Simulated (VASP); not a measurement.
Output of a VASP run:

### OUTCAR
```
 ion  position               nearest neighbor table
   1  0.233  0.233  0.233-   2 2.91   2 2.91   2 2.91   2 3.35   2 3.35   2 3.35
   2  0.767  0.767  0.767-   1 2.91   1 2.91   1 2.91   1 3.35   1 3.35   1 3.35
  LATTYP: Found a trigonal (rhomboedric) cell.
 ALAT       =     4.5060604418
 COS(alpha) =     0.5425636908
 Subroutine PRICEL returns:
 Original cell was already a primitive cell.
 Subroutine GETGRP returns: Found 12 space group operations
The static configuration has the point symmetry D_3d.
The dynamic configuration has the point symmetry D_3d.
The overall configuration has the point symmetry D_3d.
 Subroutine INISYM returns: Found 12 space group operations
 Subroutine IBZKPT returns following result:
 Found     44 irreducible k-points:

 Following reciprocal coordinates:
            Coordinates               Weight
  0.000000  0.000000  0.000000      1.000000
  0.142857  0.000000 -0.000000      6.000000
  0.285714  0.000000 -0.000000      6.000000
  0.428571  0.000000 -0.000000      6.000000
  0.142857  0.142857 -0.000000      6.000000
  0.285714  0.142857 -0.000000     12.000000
  0.428571  0.142857 -0.000000     12.000000
 -0.428571  0.142857  0.000000     12.000000
 -0.285714  0.142857  0.000000     12.000000
 -0.142857  0.142857  0.000000      6.000000
  0.285714  0.285714 -0.000000      6.000000
  0.428571  0.285714 -0.000000     12.000000
 -0.428571  0.285714  0.000000     12.000000
 -0.285714  0.285714  0.000000      6.000000
  0.428571  0.428571 -0.000000      6.000000
 -0.428571  0.428571  0.000000      6.000000
  0.142857  0.142857  0.142857      2.000000
  0.285714  0.142857  0.142857      6.000000
  0.428571  0.142857  0.142857      6.000000
 -0.428571  0.142857  0.142857      6.000000
 -0.285714  0.142857  0.142857      6.000000
 -0.142857  0.142857  0.142857      6.000000
  0.285714  0.285714  0.142857      6.000000
  0.428571  0.285714  0.142857     12.000000
 -0.428571  0.285714  0.142857     12.000000
 -0.285714  0.285714  0.142857     12.000000
 -0.142857  0.285714  0.142857     12.000000
  0.428571  0.428571  0.142857      6.000000
 -0.428571  0.428571  0.142857     12.000000
 -0.285714  0.428571  0.142857     12.000000
 -0.142857  0.428571  0.142857     12.000000
 -0.428571 -0.428571  0.142857      6.000000
 -0.285714 -0.428571  0.142857     12.000000
 -0.285714 -0.285714  0.142857      6.000000
  0.285714  0.285714  0.285714      2.000000
  0.428571  0.285714  0.285714      6.000000
 -0.428571  0.285714  0.285714      6.000000
 -0.285714  0.285714  0.285714      6.000000
  0.428571  0.428571  0.285714      6.000000
 -0.428571  0.428571  0.285714     12.000000
   k-points           NKPTS =     44   k-points in BZ     NKDIM =     44   number of bands    NBANDS=     18
   number of dos      NEDOS =    301   number of ions     NIONS =      2
   total plane-waves  NPLWV =  21952
   dimension x,y,z NGX =    28 NGY =   28 NGZ =   28
   dimension x,y,z NGXF=    56 NGYF=   56 NGZF=   56
   ions per type =               2
   PREC   = accura    normal or accurate (medium, high low for compatibility)
   ISTART =      0    job   : 0-new  1-cont  2-samecut
   ICHARG =      2    charge: 1-file 2-atom 10-const
   ISPIN  =      1    spin polarized calculation?
   LNONCOLLINEAR =      T non collinear calculations
   LSORBIT =      T    spin-orbit coupling
   INIWAV =      1    electr: 0-lowe 1-rand  2-diag
   ENCUT  =  300.0 eV  22.05 Ry    4.70 a.u.   6.36  6.36  6.36*2*pi/ulx,y,z
   NELM   =    100;   NELMIN=  2; NELMDL= -5     # of ELM steps
   EDIFF  = 0.1E-05   stopping-criterion for ELM
   LREAL  =      F    real-space projection
   NLSPLINE    = F    spline interpolate recip. space projectors
   LMAXMIX     =    4 max onsite mixed and CHGCAR
   VOSKOWN=      0    Vosko Wilk Nusair interpolation
   EDIFFG = 0.1E-04   stopping-criterion for IOM
   NSW    =      0    number of steps for IOM
...
```

File OSZICAR:
```
       N       E                     dE             d eps       ncg     rms          rms(c)
DAV:   1     0.280034982811E+02    0.28003E+02   -0.24441E+03  1584   0.560E+02
DAV:   2    -0.658744057689E+01   -0.34591E+02   -0.33210E+02  2096   0.120E+02
DAV:   3    -0.838815095449E+01   -0.18007E+01   -0.17779E+01  1954   0.294E+01
DAV:   4    -0.840586033588E+01   -0.17709E-01   -0.17687E-01  1806   0.344E+00
DAV:   5    -0.840609374485E+01   -0.23341E-03   -0.23339E-03  1774   0.423E-01    0.354E+00
DAV:   6    -0.840445994704E+01    0.16338E-02   -0.24721E-03  1756   0.426E-01    0.214E+00
DAV:   7    -0.840365098266E+01    0.80896E-03   -0.19809E-03  1684   0.373E-01    0.127E+00
DAV:   8    -0.840389637445E+01   -0.24539E-03   -0.12723E-03  1638   0.298E-01    0.565E-02
DAV:   9    -0.840398085777E+01   -0.84483E-04   -0.89785E-05  1682   0.669E-02    0.115E-02
DAV:  10    -0.840399131881E+01   -0.10461E-04   -0.13346E-05  1752   0.274E-02    0.383E-03
DAV:  11    -0.840399206582E+01   -0.74701E-06   -0.11930E-06  1464   0.799E-03
   1 F= -.84039921E+01 E0= -.83995982E+01  d E =-.878774E-02  mag=     0.0000    -0.0000     0.0000
```

**OUTCAR**
```
------------------------ aborting loop because EDIFF is reached ----------------------------------------
  FORCE on cell =-STRESS in cart. coord.  units (eV):
  Direction    XX          YY          ZZ          XY          YZ          ZX
  --------------------------------------------------------------------------------------
  Total        0.9492875      1.1539512      1.1315018      0.0000000      0.0000000     -0.0677839
  in kB       25.1663598     30.5921569     29.9970058      0.0000000      0.0000000     -1.7970042
  external PRESSURE =      28.5851742 kB  Pullay stress =       0.0000000 kB
  volume of cell :       60.43
      direct lattice vectors                 reciprocal lattice vectors
     3.957342000 -2.155000000  0.000000000     0.126347432 -0.232018561 -0.099265996
     3.957342000  2.155000000  0.000000000     0.126347432  0.232018561 -0.099265996
     2.783820000  0.000000000  3.543293000     0.000000000  0.000000000  0.282223344
 POSITION                                       TOTAL-FORCE (eV/Angst)
 -----------------------------------------------------------------------------------
      2.49810      0.00000      0.82736         0.198875      0.000000      0.065867
      8.20040      0.00000      2.71593        -0.198875      0.000000     -0.065867
 -----------------------------------------------------------------------------------
    total drift:                               -0.000000     -0.000000     -0.000000
  FREE ENERGIE OF THE ION-ELECTRON SYSTEM (eV)
  ---------------------------------------------------
  free  energy   TOTEN  =        -8.4039920658 eV

  energy  without entropy=       -8.3952043288  energy(sigma->0) =       -8.39959820

 total charge

# of ion       s       p       d       tot
------------------------------------------
    1        1.215   1.153   0.036   2.404
    2        1.215   1.153   0.036   2.404
--------------------------------------------------
tot          2.430   2.307   0.071   4.808

 magnetization (x)

# of ion       s       p       d       tot
------------------------------------------
    1        0.000   0.000   0.000   0.000
    2        0.000   0.000   0.000   0.000
--------------------------------------------------
tot          0.000   0.000   0.000   0.000

 magnetization (y)

# of ion       s       p       d       tot
------------------------------------------
    1        0.000  -0.000   0.000  -0.000
    2        0.000  -0.000   0.000  -0.000
--------------------------------------------------
tot          0.000  -0.000   0.000  -0.000

 magnetization (z)

# of ion       s       p       d       tot
------------------------------------------
    1        0.000   0.000   0.000   0.000
    2        0.000   0.000   0.000   0.000
--------------------------------------------------
tot          0.000   0.000   0.000   0.000

 Ion:    1  E_soc:     -0.1342219

 Ion:    2  E_soc:     -0.1342219
```
(Selected blocks of OUTCAR.)

### POSCAR
```
Sb
1
    3.9573420000    -2.1550000000     0.0000000000
    3.9573420000     2.1550000000     0.0000000000
    2.7838200000     0.0000000000     3.5432930000
Sb
2
Direct
  0.2335000000   0.2335000000   0.2335000000
  0.7665000000   0.7665000000   0.7665000000
```

Q: Reconstruct the remaining input files.

A: Several could match; the one computed here: the input of the run itself, PBE GGA with spin-orbit coupling, plane waves, VASP's PBE PAW potentials (set 64).

INCAR:
```
SYSTEM = Sb
PREC = Accurate; ENCUT = 300; LREAL = .FALSE.
LASPH = .TRUE.
EDIFF = 1E-6; NELM = 100; ALGO = Normal
LMAXMIX = 4
ISMEAR = -1; SIGMA = 0.1
GGA = PE; GGA_COMPAT = .FALSE.
MAGMOM = 0.0 0.0 0.0 0.0 0.0 0.0
LSORBIT = .TRUE.; LNONCOLLINEAR = .TRUE.
ISIF = 2
LWAVE = .FALSE.; LCHARG = .FALSE.; LORBIT = 11
```

File KPOINTS:
```
Automatic mesh
0
Gamma
7 7 7
0 0 0
```

POTCAR, in this order: Sb (PBE.64 set). Program: vasp_ncl.

The structure is a typed Sb crystal (R-3m). The cell was not relaxed at this level. The run is one of a series of settings (GGA_COMPAT = .FALSE., LNONCOLLINEAR = .TRUE., LSORBIT = .TRUE., MAGMOM = 0.0 0.0 0.0 0.0 0.0 0.0, program vasp_ncl against the base run), some of them coarse on purpose.
